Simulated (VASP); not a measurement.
Output of a VASP run:

### OSZICAR
```
       N       E                     dE             d eps       ncg     rms          rms(c)
DAV:   1     0.656287233257E+02    0.65629E+02   -0.76586E+03  9623   0.123E+03
DAV:   2    -0.195357276547E+02   -0.85164E+02   -0.81668E+02 10410   0.252E+02
DAV:   3    -0.240885930096E+02   -0.45529E+01   -0.45006E+01  9115   0.656E+01
DAV:   4    -0.243487607387E+02   -0.26017E+00   -0.25604E+00  9820   0.122E+01
DAV:   5    -0.243580886739E+02   -0.93279E-02   -0.93905E-02  8828   0.208E+00    0.380E+01
DAV:   6    -0.235190888652E+02    0.83900E+00   -0.55534E+00 10620   0.710E+01    0.138E+01
DAV:   7    -0.234082546292E+02    0.11083E+00   -0.47142E+00 10564   0.549E+01    0.116E+01
DAV:   8    -0.230830362306E+02    0.32522E+00   -0.73882E-01 10436   0.264E+01    0.171E+00
DAV:   9    -0.230842975490E+02   -0.12613E-02   -0.69413E-02 10858   0.363E+00    0.482E-01
DAV:  10    -0.230833859988E+02    0.91155E-03   -0.34482E-03  9751   0.138E+00    0.112E-01
DAV:  11    -0.230833957195E+02   -0.97206E-05   -0.40710E-04  9387   0.152E-01    0.335E-02
DAV:  12    -0.230833956922E+02    0.27302E-07   -0.39028E-05  9994   0.690E-02    0.200E-02
DAV:  13    -0.230833960878E+02   -0.39566E-06   -0.50154E-06  9412   0.180E-02    0.884E-03
DAV:  14    -0.230833975941E+02   -0.15063E-05   -0.13412E-06  8291   0.172E-02    0.280E-03
DAV:  15    -0.230833974928E+02    0.10131E-06   -0.72799E-08  3833   0.344E-03    0.148E-03
DAV:  16    -0.230833975328E+02   -0.39983E-07   -0.23044E-08  3693   0.566E-03
   1 F= -.23083398E+02 E0= -.23083398E+02  d E =0.000000E+00
```

**OUTCAR**
```
------------------------ aborting loop because EDIFF is reached ----------------------------------------
  FORCE on cell =-STRESS in cart. coord.  units (eV):
  Direction    XX          YY          ZZ          XY          YZ          ZX
  --------------------------------------------------------------------------------------
  Total        0.0566880      0.0566880     -0.1188395      0.0000000      0.0000000      0.0000000
  in kB        1.7691244      1.7691243     -3.7087582      0.0000000      0.0000002      0.0000000
  external PRESSURE =      -0.0568365 kB  Pullay stress =       0.0000000 kB
  volume of cell :       51.34
      direct lattice vectors                 reciprocal lattice vectors
     1.527665808  0.881997925  6.350320930     0.327296715  0.188964849  0.052490795
    -1.527665808  0.881997925  6.350320930    -0.327296715  0.188964849  0.052490795
     0.000000000 -1.763996838  6.350320934     0.000000000 -0.377929697  0.052490766
 POSITION                                       TOTAL-FORCE (eV/Angst)
 -----------------------------------------------------------------------------------
      0.00000     -0.00000      0.00206         0.000000      0.000000     -0.002401
      0.00000     -0.00000     14.32752         0.000000      0.000000     -0.020225
      0.00000     -0.00000     11.07107         0.000000     -0.000000      0.022626
 -----------------------------------------------------------------------------------
    total drift:                                0.000000     -0.000000      0.000255
  FREE ENERGIE OF THE ION-ELECTRON SYSTEM (eV)
  ---------------------------------------------------
  free  energy   TOTEN  =       -23.0833975328 eV

  energy  without entropy=      -23.0833975328  energy(sigma->0) =      -23.08339753

 total charge

# of ion       s       p       d       tot
------------------------------------------
    1        0.518   0.641   4.917   6.077
    2        1.369   2.277   0.000   3.646
    3        1.370   2.273   0.000   3.644
--------------------------------------------------
tot          3.258   5.192   4.917  13.367

 Electric field gradients after diagonalization (V/A^2)
 (convention: |V_zz| > |V_xx| > |V_yy|)
----------------------------------------------------------------------
 ion       V_xx      V_yy      V_zz     asymmetry (V_yy - V_xx)/ V_zz
----------------------------------------------------------------------
   1      77.228    77.228  -154.455       0.000
   2      17.213    17.213   -34.426       0.000
   3      15.582    15.582   -31.164       0.000
```
(Selected blocks of OUTCAR.)

POSCAR:
```
ReS2
1
    1.5276658082     0.8819979252     6.3503209300
   -1.5276658082     0.8819979252     6.3503209300
    0.0000000000    -1.7639968382     6.3503209340
Re S
1 2
Direct
  0.0001083657   0.0001083657   0.0001083657
  0.7520625237   0.7520625237   0.7520625237
  0.5811291107   0.5811291107   0.5811291107
```

Problem. Reconstruct the remaining input files.

Solution. Several could match; the one computed here: the input of the run itself, PBEsol GGA, plane waves, VASP's PBE PAW potentials (set 64).

### KPOINTS
```
K-points
0
G
 13 13 13
0 0 0
```

**INCAR**
```
LEFG = .TRUE.
LREAL = .FALSE.   ! projection in real space or not
ISIF = 2   ! forces and stress, cell fixed
LORBIT = 11
ISMEAR = -5   ! tetrahedra, Bloechl
LCHARG = .TRUE.
SYSTEM = ReS2
NELM = 100
GGA = PS   ! PBEsol
NEDOS = 601   ! DOS grid
LASPH = .TRUE.
LWAVE = .FALSE.
ENCUT = 400
EDIFF = 1E-7   ! SCF stop (eV)
LMAXMIX = 6
PREC = Accurate
ALGO = Normal   ! blocked Davidson
```

POTCAR, in this order: Re S (PBE.64 set). Program: vasp_std.

Without a dispersion term in the relaxation, distances and binding between the weakly bound layers, chains or molecules are unreliable, and so is what depends on them. For a metal the tetrahedron method with Blöchl corrections gives inexact stress and forces.

The structure was generated: ReS2 was put into the 3R-MoS2 type (R3m), which need not be its known phase. It was relaxed first, which changed the volume by -5 %. The electron count is odd and the run is not spin-polarised, which forces a metal.
